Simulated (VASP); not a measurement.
Given:

```
CELL_PARAMETERS angstrom
      0.00000     2.35519     2.35519
      2.35519     0.00000     2.35519
      2.35519     2.35519     0.00000
ATOMIC_POSITIONS crystal
  Zr 0.00000 0.00000 0.00000
  C  0.50000 0.50000 0.50000
```

Calculation: TPSS meta-GGA, VASP's PBE PAW potentials (set 64) (plane waves; VASP). Run with 520 eV cut-off, 15×15×15 Γ-centred mesh, tetrahedra with Blöchl corrections, potentials Zr_sv C.

Question: Predict the energy per atom (σ→0), band gap (over mesh and band path) with the smallest direct gap where there is one.

Answer: 
| Quantity | Result |
|---|---|
| band gap (over mesh and band path) | none (metal, semimetal or under 0.01 eV) |
| energy per atom (σ→0) | -14.880 eV/atom |

The compound is ZrC in the rock salt structure. It was relaxed first.
